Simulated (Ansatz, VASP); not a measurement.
# BeCo: VASP beside Ansatz

Aim: how closely do two programs agree when they are given the same cell, functional and k mesh? The cell is taken from a series of runs on this material, whose earlier steps may have relaxed, scaled, displaced or heated it; both programs get it as it stands.

Main program and level: Ansatz 0.2.0; plane waves, with VASP 6.6.1 beside it; zone-centre phonons at PBEsol.

## Step 1: Starting point

Symmetry: Pm-3m, No. 221, cubic system. Conventional cell: a = 2.593 Å, b = 2.593 Å, c = 2.593 Å, α = 90.00°, β = 90.00°, γ = 90.00°. Nearest to Be lie 8 Co at 2.25 Å. Nearest to Co lie 8 Be at 2.25 Å. Farther neighbours are not listed.

## Step 2: Ansatz: zone-centre phonons, PBEsol

Ansatz runs on norm-conserving files, of PseudoDojo where its log says so.

Second derivatives magnify differences that forces hide, and they need a tight electronic threshold.

input.yaml reads:

```yaml
crystal:
  lattice:
    - [2.5929344737, 0.0, 0.0]
    - [0.0, 2.5929344737, 0.0]
    - [0.0, 0.0, 2.5929344737]
  atoms:
    - { symbol: Be, position: [0.0, 0.0, 0.0] }
    - { symbol: Co, position: [0.5, 0.5, 0.5], spin: -0.48 }
kpoints:
  mp_grid: { grid: [16, 16, 16] }
hamiltonian:
  xc: pbesol
  pseudopotentials: { kind: nc, accuracy: standard }
scf:
  occupations: { method: gaussian, width: 0.15 }
output:
  eigenvalues: true
  populations: true
magnetization:
  spin_polarized: true
phonons:
  method: dfpt
  qmesh: [2, 2, 2]
  temperatures: { t_max: 1000, t_step: 50 }
  qpath:
    path:
      - [[0.0, 0.0, 0.0], [0.0, 0.5, 0.0], [0.5, 0.5, 0.0], [0.0, 0.0, 0.0], [0.5, 0.5, 0.5], [0.0, 0.5, 0.0]]
      - [[0.5, 0.5, 0.5], [0.5, 0.5, 0.0]]
    npoints: 10
```

Started as:

```console
$ ansatz run input.yaml --threads 4 --pin off --max-ram 7168MiB --backend cpu --events-out ev --progress --plain --runs-dir out
```

Numbers of over 12 decimals in the logs are rounded to 6 here.

The program printed:

```text
Engine: ansatz 0.2.0, aarch64-unknown-linux-gnu
Pseudopotentials: kind: nc
Pseudopotential: Be, nc, valence charge 4, recommended cutoff 1197.300995 eV (normal), Be.nc.azcp (PseudoDojo's, or run here from an input of PseudoDojo's; its table is named by hamiltonian.pseudopotentials.accuracy)
Pseudopotential: Co, nc, valence charge 17, recommended cutoff 1306.14654 eV (normal), Co.nc.azcp (PseudoDojo's, or run here from an input of PseudoDojo's; its table is named by hamiltonian.pseudopotentials.accuracy)
Functional definition: PBEsol
  exchange = pbesol_x
  correlation = pbesol_c
Crystal: 2 atoms, lattice volume = 17.433 Å³
Basis set: ecut = 1306.14654 eV, 1863 PW (Γ), exchange–correlation on 64×64×64 points (8 copies of the dense FFT grid, shifted against one another)
Bands: 15, of which v1, the nominal top of the filled ones, is band 11 counted from 1 (10 counted from 0)
Symmetry: 48 space group operations
Space group: Pm-3m (ITA 221), of the structure as read, at distance tolerance 2.6e-5 Å
Magnetic group: BNS 221.92 (UNI 1594), of the structure as read, at distance tolerance 2.6e-5 Å
k-points: 165 of 4096
Non-local potential: Be, projectors of the file, l = 0: 2, l = 1: 2
Non-local potential: Co, projectors of the file, l = 0: 2, l = 1: 2, l = 2: 2
Initial density: superposition of atomic densities (chi_scale 0.1, normalization cell)
Starting moments: Σ|m| = 0.48 μB on 1 of 2 sites
Initial wavefunctions: pseudopotential atomic-orbital guess
Functional: x = pbesol(κ = 0.804, μ = 0.123457), c = pbesol(β = 0.046)
SCF 1 converged in 10 iterations: F = -4537.092423 eV  dr2 = 2.72e-12
a single point of the input's cell can leave the moments in the input for a lower state (scf.lower_state_search): this run first made a single point of its cell. This run's own SCFs start from the density of the state that the single point found, with the moments in the input. The single point stayed on the moments in the input.
Initial density: read from a saved state, or passed on in memory by an earlier SCF of this step, an earlier step, the calling program or the single point that the run made first
Stability of the state it starts from, as read at its close in the collinear treatment: not read negative (Ritz values of 1 − χ₀K, real part plus size of imaginary part, from 0.37 to 0.42, by its mixing steps under the symmetry group of the SCF that read it); its run was given moments
Starting moments: Σ|m| = 0.48 μB on 1 of 2 sites; this step starts from the density that it was given
iter 1 solved again at ethr=4.56e-7 eV; its pass at ethr=3.10e-3 eV (dr2=9.58e-5 eV) is discarded
SCF iter   1: F=—  HF=-4537.092445 eV  |F-HF|=—  |Δ(HF+E_count)|=         —  Δρ=1.92e-6 (↑8.40e-7 ↓1.92e-6)  dr2=3.32e-10  dr2_m=9.09e-11  M=-0.410 μB ∫|m|=0.478 μB  β_m=0.30  ethr=4.56e-7  ⟨swp⟩=3.1  Hψ=40624  notcnv=0
eigensolver tolerance schedule: the retry pair's looser diagonalisation over-reported the residual by 288113.25 of it (diagonalisation noise at an unbounded share of the residual, at the tolerance the schedule requests for it); recorded, not acted on — ethr = c·dr2/N_el stays at c = 1.0e-1
preconditioner: auto → none  [metal: Δε(μ)=0.004 eV  Ē_g=10.033 eV  σ=0.150 eV  W_gap=0.01  n_scr=6 (ndim 8)  ℏωp=29.5 eV  f_vac=0.000  D(μ)=1.73/eV (n_scr^D=26)]
SCF iter   2: F=—  HF=-4537.092423 eV  |F-HF|=—  |Δ(HF+E_count)|=   2.18e-5  Δρ=6.70e-7 (↑5.47e-7 ↓6.70e-7)  dr2=1.21e-10  dr2_m=1.31e-11  M=-0.410 μB ∫|m|=0.478 μB  β_m=0.26  ethr=1.58e-12  ⟨swp⟩=4.4  Hψ=14384  notcnv=0
SCF iter   3: F=—  HF=-4537.092423 eV  |F-HF|=—  |Δ(HF+E_count)|=  2.27e-11  Δρ=4.71e-7 (↑2.38e-7 ↓4.71e-7)  dr2=1.69e-11  dr2_m=9.38e-12  M=-0.410 μB ∫|m|=0.478 μB  β_m=0.23  ethr=1.00e-12  ⟨swp⟩=1.0  Hψ=4956  notcnv=0
SCF iter   4: F=—  HF=-4537.092423 eV  |F-HF|=—  |Δ(HF+E_count)|=  1.82e-12  Δρ=3.84e-7 (↑2.18e-7 ↓3.84e-7)  dr2=1.16e-11  dr2_m=7.15e-12  M=-0.410 μB ∫|m|=0.478 μB  β_m=0.61  ethr=1.00e-12  ⟨swp⟩=6.4  Hψ=22511  notcnv=0
SCF iter   5: F=-4537.092423 eV  HF=-4537.092423 eV  |F-HF|=5.46e-12  |Δ(HF+E_count)|=  1.82e-12  Δρ=3.16e-7 (↑1.61e-7 ↓3.16e-7)  dr2=9.60e-12  dr2_m=2.45e-12  M=-0.410 μB ∫|m|=0.478 μB  ethr=1.00e-12  ⟨swp⟩=5.8  Hψ=19873  notcnv=0
SCF 2 converged in 5 iterations: F = -4537.092423 eV  dr2 = 9.60e-12
iter 1 solved again at ethr=4.56e-7 eV; its pass at ethr=3.10e-3 eV (dr2=9.58e-5 eV) is discarded
SCF iter   1: F=—  HF=-4537.092447 eV  |F-HF|=—  |Δ(HF+E_count)|=         —  Δρ=2.17e-6 (↑9.01e-7 ↓2.17e-6)  dr2=4.11e-10  dr2_m=1.21e-10  M=-0.410 μB ∫|m|=0.478 μB  β_m=0.30  ethr=4.56e-7  ⟨swp⟩=3.1  Hψ=40641  notcnv=0
eigensolver tolerance schedule: the retry pair's looser diagonalisation over-reported the residual by 232945.75 of it (diagonalisation noise at an unbounded share of the residual, at the tolerance the schedule requests for it); recorded, not acted on — ethr = c·dr2/N_el stays at c = 1.0e-1
SCF iter   2: F=—  HF=-4537.092423 eV  |F-HF|=—  |Δ(HF+E_count)|=   2.34e-5  Δρ=5.19e-7 (↑4.63e-7 ↓5.19e-7)  dr2=1.02e-10  dr2_m=3.87e-12  M=-0.410 μB ∫|m|=0.478 μB  β_m=0.27  ethr=1.96e-12  ⟨swp⟩=4.3  Hψ=14113  notcnv=0
SCF iter   3: F=—  HF=-4537.092423 eV  |F-HF|=—  |Δ(HF+E_count)|=  1.82e-11  Δρ=3.20e-7 (↑1.60e-7 ↓3.20e-7)  dr2=1.18e-11  dr2_m=2.02e-12  M=-0.410 μB ∫|m|=0.478 μB  β_m=0.23  ethr=1.00e-12  ⟨swp⟩=1.0  Hψ=4972  notcnv=0
SCF iter   4: F=-4537.092423 eV  HF=-4537.092423 eV  |F-HF|=3.64e-12  |Δ(HF+E_count)|=  9.09e-13  Δρ=2.40e-7 (↑1.11e-7 ↓2.40e-7)  dr2=5.18e-12  dr2_m=1.47e-12  M=-0.410 μB ∫|m|=0.478 μB  ethr=1.00e-12  ⟨swp⟩=3.6  Hψ=13645  notcnv=0
SCF 3 converged in 4 iterations: F = -4537.092423 eV  dr2 = 5.18e-12
phonons: the bands overlap, so this run is a metal and interpolates without the dipole-dipole term. If the crystal is really an insulator or semiconductor, its LO-TO splitting is missing
NSCF: frozen V_eff on 165 k-points
WARN: eigensolver did not converge (σ=↑ k=51): 1 band(s) unlocked after 20 sweeps at ethr=1.04e-12 eV (storage-precision floor; scheduled 1.00e-12 eV) (lowest unlocked band 14, counted from 0; max residual 1.78e-5 eV among the unlocked bands, 1.78e-5 eV over every band; other slots of this pass that fall short are told together in one closing line; warning suppressed until the next SCF loop or pass starts)
WARN: eigensolver did not converge in 7 slots of this pass, the one above among them; of largest residual over every band (σ=↓ k=83): 1 band(s) unlocked (lowest unlocked band 14, counted from 0; max residual 1.93e-1 eV among the unlocked bands, 1.93e-1 eV over every band); of lowest unlocked band (σ=↑ k=51): band 14
NSCF: frozen V_eff on 405 k-points
DFPT response loops at q = (0, 0, 0) (fractional): preconditioner auto → Kerker (q_TF=auto, 2.814 Å⁻¹) (partly filled bands, converged f_vac=0.000); β = 1.00, the filter's whole step (`scf.mixing.beta` (0.30) is not read by the response loops under this deck's `scf.mixing.preconditioner`; to damp them name `kerker` or `kerker_dos`, under which they read `scf.mixing.beta`, and type it under 1.00, their step now; both keys bind the ground state too); Broyden in place of MSR1
NSCF: frozen V_eff on 1458 k-points
DFPT response loops at q = (0, 0, -0.5) (fractional): mixed as the last ones told, above
NSCF: frozen V_eff on 1458 k-points
DFPT response loops at q = (0, -0.5, -0.5) (fractional): mixed as the last ones told, above
NSCF: frozen V_eff on 810 k-points
DFPT response loops at q = (-0.5, -0.5, -0.5) (fractional): mixed as the last ones told, above
SCF converged after 5 iterations
Magnetization: -0.4101 μB (10.2950 up, 10.7050 down)
Absolute magnetization: 0.4779 μB (∫|ρ↑−ρ↓|)
Spin contamination: 0.0031 ħ² per cell (⟨S²⟩ above its minimum at these occupations)
Per-site moments (μB) at R_I (Å): [(0.020158, 0.926288), (-0.435371, 0.926288)]
Free energy (F): -4537.092423 eV
Harris-Foulkes:  -4537.092423 eV  (|F-HF|=5.46e-12)
Internal energy: -4537.072919 eV  (E = F + TS)
E sigma→0 (E₀):  -4537.082671 eV
Entropy (-TS):   -0.019505 eV (-9.752 meV/atom)
Fermi energy:    15.187706 eV
--- Per-component energies (eV) ---
  E_band       = -437.619574
  E_kinetic    = 2078.613039
  E_local      = -3522.452965  (includes V_loc(G=0)·N_el)
  E_nonlocal   = -791.646348
  E_hartree    = 1226.781572
  E_xc         = -822.635268
  E_vxc        = -655.696424  (∫ρ·V_xc dr)
  E_ewald      = -2705.732948
  E_smearing   = -0.019505  (= −TS)
  E_closure    = 0.000000  (closes the sum)
  Σ components = -4537.092423   (vs F -4537.092423, Δ=0.00e0)
--- Band table (eV; the first three rows and the last of 330) ---
  k-point 0 ↑: bands = [... 7 lower, 12.5936, 15.4181, 15.4181, 15.4181, 22.8695, 22.8695, 22.8695, 30.4883]
  k-point 1 ↑: bands = [... 7 lower, 12.6121, 15.3570, 15.3570, 15.4221, 22.4181, 23.0074, 23.0074, 30.4908]
  k-point 2 ↑: bands = [... 7 lower, 12.6652, 15.1909, 15.1909, 15.4332, 21.3538, 23.4038, 23.4038, 30.4983]
  k-point 164 ↓: bands = [... 7 lower, 11.1386, 15.6325, 15.6325, 21.8176, 21.8176, 21.8176, 22.4525, 22.4525]
--- Phonons (Γ-DFPT): 2 representative perturbations + reference (Σ response iterations 6) ---
  ASR residual: 7.218e-4 → 0.000e0 eV/Å²; symmetrization residual: 8.627e-7 eV/Å²
  ASR residual per site (eV/Å²): 1.48e-4 7.22e-4
  Γ frequencies (cm⁻¹): 0.00 0.00 0.00 519.37 519.37 519.37
--- Phonons (arbitrary-q DFPT): 4 irreducible q on the 2×2×2 mesh ---
  q = [0.0000, 0.0000, 0.0000] (star 1, of the zone-centre solve; hermiticity 2.23e-7, symmetrization 7.79e-15): -0.00 0.00 0.00 519.37 519.37 519.37
  q = [0.0000, 0.0000, -0.5000] (star 3, 4 solved perturbations in 2268 linear systems a pass and spin channel, the states on 729 of 4096 k-point pairs; hermiticity 2.80e-13, symmetrization 5.51e-13, the responses' own estimated error 4.8e-5 eV/Å²): 206.14 206.14 248.80 437.80 510.73 510.73
  q = [0.0000, -0.5000, -0.5000] (star 3, 4 solved perturbations in 2268 linear systems a pass and spin channel, the states on 729 of 4096 k-point pairs; hermiticity 5.96e-8, symmetrization 5.25e-13, the responses' own estimated error 4.9e-5 eV/Å²): 116.12 116.12 237.19 490.01 514.47 514.47
  q = [-0.5000, -0.5000, -0.5000] (star 1, 2 solved perturbations on 405 of 4096 k-point pairs; hermiticity 4.76e-13, symmetrization 1.71e-12, the responses' own estimated error 4.2e-5 eV/Å²): 250.02 250.02 250.02 510.58 510.58 510.58
  sum rule: each row above includes the acoustic sum rule's correction from the zone centre's row sums; it moved no ω² by more than (2.11 cm⁻¹)²
  mesh force constants: q→R imaginary residual 2.24e-17; ASR residual 7.218e-4 → 0.000e0 eV/Å²; symmetrization residual 1.421e-14 eV/Å²
  interpolated dispersion: 62 rows × 6 modes
  density of states and harmonic sums: on the 24×24×24 q-mesh, interpolated from the force constants of a 2×2×2 supercell (no non-analytic term)
  largest difference from the sums on the solved wave vectors: F 5.54e-2 eV, S 8.77e-5 and C_V 3.23e-5 eV/K
  zero-point energy: 0.127732 eV/cell   skipped modes (ω ≤ 0): 3   left out of the sums: 3.62e-5 of the cell's modes: C_V's classical limit lies that fraction below 3 k_B per atom; for a crystal, a wire or a layer, F and S can be off by more, and a phonons.interpolated_qmesh denser along its periods is the remedy for the sampling
--- Löwdin populations: 2 sites ---
  site symbol       q [e]    m [muB]
     0     Be      3.0558     0.0057
     1     Co     17.2057    -0.4425
  spilling = 0.035170 (of n_electrons = 21.000000)
```

(Part 1 of 2 ends here.)

[Lines on the potential files, build, host, timing and source positions are cut from VASP's logs without a mark.]

[Logs are printed without paths, hosts, clocks, repeated set-up lines and the standing remarks that a program may print on its own settings, such as how far it seeks lower states.]

[Hosts, paths, dates, database ids (printed as entryN), source tags and the programs' standing remarks are cut or masked in the printed files.]
